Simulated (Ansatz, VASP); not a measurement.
# TePd in two plane-wave programs

One calculation is typed for both programs; each brings its own data sets and cutoff. How far apart do they land? The cell is taken from a series of VASP runs on this material, whose earlier steps may have relaxed, scaled or displaced it; both programs get it as it stands.

Program: Ansatz 0.2.0. Level of theory: plane waves, with VASP 6.6.1 beside it; band structure at PBEsol, spin-orbit coupling. Results are calculated unless marked as measured.

## (1) The structure

It takes space group P6_3/mmc (No. 194, hexagonal). The conventional cell has a = 4.157 Å, b = 4.157 Å, c = 5.615 Å, α = 90.00°, β = 90.00°, γ = 120.00°. Te has 6 Pd at 2.78 Å nearest. Pd has 6 Te at 2.78 Å and 2 Pd at 2.81 Å nearest. Farther neighbours and most contacts between anions are not listed.

## (2) VASP: band structure, PBEsol, spin-orbit coupling

A single point gives forces, pressure and levels at one fixed geometry, so differences don't come from the geometry; what else differs is listed under the comparison.

Lines of VASP's logs that name or quote its potential files are left out, and so is its time.

The input, INCAR:

```
SYSTEM = TePd
PREC = Accurate
ENCUT = 400
EDIFF = 1E-06
NELM = 100
ISMEAR = 0
SIGMA = 0.05
LREAL = .FALSE.
ALGO = Normal
GGA = PS
LNONCOLLINEAR = .TRUE.
MAGMOM = 0 0 0 0 0 0 0 0 0 0 0 0
NBANDS = 44
GGA_COMPAT = .FALSE.
LASPH = .TRUE.
LSORBIT = .TRUE.
LMAXMIX = 4
LORBIT = 11
LWAVE = .FALSE.
LCHARG = .FALSE.
KPAR = 4
```

The input, POSCAR:

```
TePd
1.0
    4.1568387541      0.0000000000      0.0000000000
   -2.0784193771      3.5999279605      0.0000000000
    0.0000000000      0.0000000000      5.6148976823
Te Pd
2 2
Direct
    0.3333333333      0.6666666667      0.2500000000
    0.6666666667      0.3333333333      0.7500000000
    0.0000000000      0.0000000000      0.0000000000
    0.0000000000      0.0000000000      0.5000000000
```

The input, KPOINTS:

```
Automatic mesh
0
Gamma
6 6 4
0 0 0
```

The input, KPOINTS_OPT:

```
Line mode
16
Line-mode
Reciprocal
  0.00000000   0.00000000   0.00000000 GAMMA
  0.50000000   0.00000000   0.00000000 M

  0.50000000   0.00000000   0.00000000 M
  0.33333333   0.33333333   0.00000000 K

  0.33333333   0.33333333   0.00000000 K
  0.00000000   0.00000000   0.00000000 GAMMA

  0.00000000   0.00000000   0.00000000 GAMMA
  0.00000000   0.00000000   0.50000000 A

  0.00000000   0.00000000   0.50000000 A
  0.50000000   0.00000000   0.50000000 L

  0.50000000   0.00000000   0.50000000 L
  0.33333333   0.33333333   0.50000000 H

  0.33333333   0.33333333   0.50000000 H
  0.00000000   0.00000000   0.50000000 A

  0.50000000   0.00000000   0.50000000 L
  0.50000000   0.00000000   0.00000000 M

  0.33333333   0.33333333   0.00000000 K
  0.33333333   0.33333333   0.50000000 H
```

PAW data sets: Te and Pd (PBE family, release 64).

Run with:

```console
mpirun -np 4 vasp_ncl
```

Numbers of over 12 decimals in the logs are rounded to 6 here.

The program printed:

```text
[banner, memory and clock lines left out]
running    4 mpi-ranks, on    1 nodes
 distrk:  each k-point on    1 cores,    4 groups
 distr:  one band on    1 cores,    1 groups

 POSCAR found type information on POSCAR TePd
 POSCAR found :  2 types and       4 ions
|                                                                             |
|               ----> ADVICE to this user running VASP <----                  |
|                                                                             |
|     You enforced a specific xc type in the INCAR file but a different       |
|     [... a line on the potential file left out ...]
|     I HOPE YOU KNOW WHAT YOU ARE DOING!                                     |
|                                                                             |

 LDA part: xc-table for (Slater+PW92), standard interpolation
 POSCAR, INCAR and KPOINTS ok, starting setup
 FFT: planning ... GRIDC
 FFT: planning ... GRID_SOFT
 FFT: planning ... GRID
 WAVECAR not read
 entering main loop
       N       E                     dE             d eps       ncg     rms          rms(c)
DAV:   1     0.154631010235E+03    0.15463E+03   -0.12046E+04  1848   0.105E+03
DAV:   2    -0.131271954399E+02   -0.16776E+03   -0.15727E+03  2100   0.240E+02
DAV:   3    -0.209315688555E+02   -0.78044E+01   -0.76113E+01  2160   0.497E+01
DAV:   4    -0.210638230023E+02   -0.13225E+00   -0.13202E+00  2088   0.682E+00
DAV:   5    -0.210670097886E+02   -0.31868E-02   -0.31864E-02  2080   0.106E+00    0.164E+01
DAV:   6    -0.208407674341E+02    0.22624E+00   -0.76433E-01  2000   0.827E+00    0.972E+00
DAV:   7    -0.207856984491E+02    0.55069E-01   -0.23466E-01  1944   0.497E+00    0.413E+00
DAV:   8    -0.207564642989E+02    0.29234E-01   -0.10342E-01  1948   0.305E+00    0.108E+00
DAV:   9    -0.207559228931E+02    0.54141E-03   -0.62817E-03  1984   0.553E-01    0.619E-01
DAV:  10    -0.207555593098E+02    0.36358E-03   -0.84383E-04  1968   0.194E-01    0.267E-01
DAV:  11    -0.207553610462E+02    0.19826E-03   -0.67493E-04  1904   0.153E-01    0.411E-02
DAV:  12    -0.207553607816E+02    0.26466E-06   -0.23600E-05  1976   0.275E-02    0.132E-02
DAV:  13    -0.207553613406E+02   -0.55898E-06   -0.80734E-07  1480   0.589E-03
   1 F= -.20755361E+02 E0= -.20751929E+02  d E =-.686477E-02  mag=    -0.0000    -0.0000     0.0000
 Start KPOINTS_OPT (optional k-point list driver)
k-point batch [1-21\144]
       N       E                     dE             ncg
DAV:   1     0.686956767153E+04   -0.24409E+04     1848
DAV:   2     0.334847020911E+04   -0.35211E+04     2140
DAV:   3     0.318028252782E+04   -0.16819E+03     2100
DAV:   4     0.317718111133E+04   -0.31014E+01     2088
DAV:   5     0.317710668463E+04   -0.74427E-01     2000
DAV:   6     0.317710336814E+04   -0.33165E-02     2128
DAV:   7     0.317710324707E+04   -0.12107E-03     1992
DAV:   8     0.317710324103E+04   -0.60457E-05     1716
DAV:   9     0.317710324068E+04   -0.34611E-06     1168
[...]
k-point batch [127-144\144]
       N       E                     dE             ncg
DAV:   1     0.810652273230E+04   -0.10304E+05     1584
DAV:   2     0.514305348646E+04   -0.29635E+04     1800
DAV:   3     0.501562218790E+04   -0.12743E+03     1808
DAV:   4     0.501357692968E+04   -0.20453E+01     1840
DAV:   5     0.501351746908E+04   -0.59461E-01     1828
DAV:   6     0.501351493105E+04   -0.25380E-02     1804
DAV:   7     0.501351480767E+04   -0.12338E-03     1820
DAV:   8     0.501351480149E+04   -0.61840E-05     1528
DAV:   9     0.501351480114E+04   -0.34783E-06     1168
```

OUTCAR, selected parts (step 2):

```text
ion  position               nearest neighbor table
   1  0.333  0.667  0.250-   3 2.78   4 2.78   3 2.78   4 2.78   3 2.78   4 2.78
   2  0.667  0.333  0.750-   3 2.78   4 2.78   3 2.78   4 2.78   3 2.78   4 2.78
   3  0.000  0.000  0.000-   1 2.78   2 2.78   2 2.78   1 2.78   2 2.78   1 2.78   4 2.81   4 2.81

  LATTYP: Found a hexagonal cell.
 ALAT       =     4.1568387541
 C/A-ratio  =     1.3507614835

 Subroutine GETGRP returns: Found 24 space group operations
 (whereof 12 operations were pure point group operations)

The static configuration has the point symmetry D_3d.
 The point group associated with its full space group is D_6h.

 Found     21 irreducible k-points:

   k-points           NKPTS =     21   k-points in BZ     NKDIM =     21   number of bands    NBANDS=     44

   dimension x,y,z NGX =    28 NGY =   28 NGZ =   40
   dimension x,y,z NGXF=    56 NGYF=   56 NGZF=   80

   ENCUT  =  400.0 eV  29.40 Ry    5.42 a.u.   6.78  6.78  9.16*2*pi/ulx,y,z

   NELECT =      32.0000    total number of electrons

 k-points in reciprocal lattice and weights: Automatic mesh
   0.00000000  0.00000000  0.00000000       0.007
   0.16666667  0.00000000  0.00000000       0.042
   0.33333333 -0.00000000  0.00000000       0.042
   0.50000000 -0.00000000  0.00000000       0.021
   0.16666667  0.16666667  0.00000000       0.042
   0.33333333  0.16666667  0.00000000       0.083
   0.33333333  0.33333333  0.00000000       0.014
   0.00000000  0.00000000  0.25000000       0.014
   0.16666667  0.00000000  0.25000000       0.083
[...]
0.33333333  0.16666667  0.50000000       0.083
   0.33333333  0.33333333  0.50000000       0.014

 average (electrostatic) potential at core
       1 -85.7794       2 -85.7794       3 -71.5091       4 -71.5091

 E-fermi :   9.1537

 k-point     1 :       0.0000    0.0000    0.0000
  band No.  band energies     occupation
    ...
     26       7.6013      1.00000
     27       8.3966      1.00000
     28       8.3966      1.00000
     29       8.9935      1.00000
     30       8.9935      1.00000
     31       9.8347      0.00000
     32       9.8347      0.00000
     33      10.8615      0.00000
     34      10.8615      0.00000
     35      11.0875      0.00000
    ...

 k-point     2 :       0.1667    0.0000    0.0000
  band No.  band energies     occupation
    ...
     26       7.1264      1.00000
     27       7.7984      1.00000
     28       7.7984      1.00000
     29       8.8100      1.00000
     30       8.8100      1.00000
     31       9.6479      0.00000
     32       9.6479      0.00000
     33      10.0644      0.00000
     34      10.0644      0.00000
     35      10.9325      0.00000
    ...

 k-point     3 :       0.3333   -0.0000    0.0000
  band No.  band energies     occupation
    ...
     28       7.1038      1.00000
     29       7.9747      1.00000
     30       7.9747      1.00000
     31       8.2765      1.00000
     32       8.2765      1.00000
     33      10.1525      0.00000
     34      10.1525      0.00000
     35      11.2324      0.00000
     36      11.2324      0.00000
     37      12.7787      0.00000
    ...

  Total       -0.0033810     -0.0033810     -0.0062778      0.0000000      0.0000000      0.0000000
  in kB       -0.0644690     -0.0644690     -0.1197063      0.0000000      0.0000000      0.0000000
  external PRESSURE =      -0.0828814 kB  Pullay stress =       0.0000000 kB

  energy-cutoff  :      400.00
  volume of cell :       84.02
      direct lattice vectors                 reciprocal lattice vectors
     4.156838754  0.000000000  0.000000000     0.240567426  0.138891668  0.000000000
    -2.078419377  3.599927961  0.000000000     0.000000000  0.277783336  0.000000000
     0.000000000  0.000000000  5.614897682     0.000000000  0.000000000  0.178097635

 POSITION                                       TOTAL-FORCE (eV/Angst)
 -----------------------------------------------------------------------------------
     -0.00000      2.39995      1.40372         0.000000      0.000000      0.000000
      2.07842      1.19998      4.21117        -0.000000      0.000000      0.000000
      0.00000      0.00000      0.00000        -0.000000      0.000000      0.000000
      0.00000      0.00000      2.80745        -0.000000      0.000000      0.000000
 -----------------------------------------------------------------------------------
    total drift:                                0.000000     -0.000000      0.000000

  FREE ENERGIE OF THE ION-ELECTRON SYSTEM (eV)
  ---------------------------------------------------
  free  energy   TOTEN  =       -20.7553613406 eV

  energy  without entropy=      -20.7484965727  energy(sigma->0) =      -20.75192896

 Spin-Orbit-Coupling matrix elements
 Ion:    1  E_soc:     -0.2185915
 Ion:    2  E_soc:     -0.2185915
 Ion:    3  E_soc:     -0.0589632
 Ion:    4  E_soc:     -0.0589632

 total charge
# of ion       s       p       d       tot
------------------------------------------
    1        1.398   1.831   0.080   3.308
    2        1.398   1.831   0.080   3.308
    3        0.427   0.475   8.614   9.516
    4        0.427   0.475   8.614   9.516
--------------------------------------------------
tot          3.649   4.612  17.387  25.648

 magnetization (x)
# of ion       s       p       d       tot
------------------------------------------
    1        0.000  -0.000   0.000  -0.000
    2        0.000   0.000   0.000   0.000
    3        0.000  -0.000  -0.000   0.000
    4        0.000  -0.000   0.000  -0.000
--------------------------------------------------
tot          0.000  -0.000  -0.000   0.000

 magnetization (y)
# of ion       s       p       d       tot
------------------------------------------
    1        0.000   0.000  -0.000   0.000
    2        0.000   0.000  -0.000   0.000
    3        0.000   0.000  -0.000   0.000
    4        0.000   0.000  -0.000  -0.000
--------------------------------------------------
tot          0.000   0.000  -0.000   0.000

 magnetization (z)
# of ion       s       p       d       tot
------------------------------------------
    1        0.000   0.000   0.000   0.000
    2        0.000   0.000   0.000   0.000
    3        0.000   0.000  -0.000   0.000
    4        0.000  -0.000  -0.000   0.000
--------------------------------------------------
tot          0.000  -0.000  -0.000   0.000

[... 3 further parts left out ...]
```

The run ends at a pressure of -0.01 GPa.

(Part 1 of 2 ends here.)

[Lines on the potential files, build, host, timing and source positions are cut from VASP's logs without a mark.]

[Logs are printed without paths, hosts, clocks, repeated set-up lines and the standing remarks that a program may print on its own settings, such as how far it seeks lower states.]

[Hosts, paths, dates, database ids (printed as entryN), source tags and the programs' standing remarks are cut or masked in the printed files.]
